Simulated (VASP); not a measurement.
```
CELL_PARAMETERS angstrom
      0.00000     2.91812     2.93955
      3.02178     0.00000     2.93955
      3.02178     2.91812     0.00000
ATOMIC_POSITIONS crystal
  Li 0.25000 0.25000 0.25000
  Li 0.75000 0.75000 0.75000
  Se 0.98388 0.01612 0.01612
```

Level of theory: PBE GGA, VASP's PBE PAW potentials (set 64) (plane waves; VASP). Numerical set-up: 520 eV cut-off, 5×5×5 Γ-centred mesh, Gaussian smearing of 0.050 eV, potentials Li_sv Se.

Task: Predict the energy per atom (σ→0), pressure, largest force.

Result: 
The energy per atom (σ→0) is -3.698 eV/atom. The pressure is 1.77 GPa. The largest force comes out as 0.373 eV/Å.

Total energies compare only between runs with the same potentials, cut-off and functional.

The compound is Li2Se in the antifluorite structure. The cell was not relaxed at this level, atoms are displaced from their ideal sites. The run is one of a series of settings (KPOINTS 5×5×5 Γ-centred mesh against the base run), some of them coarse on purpose.
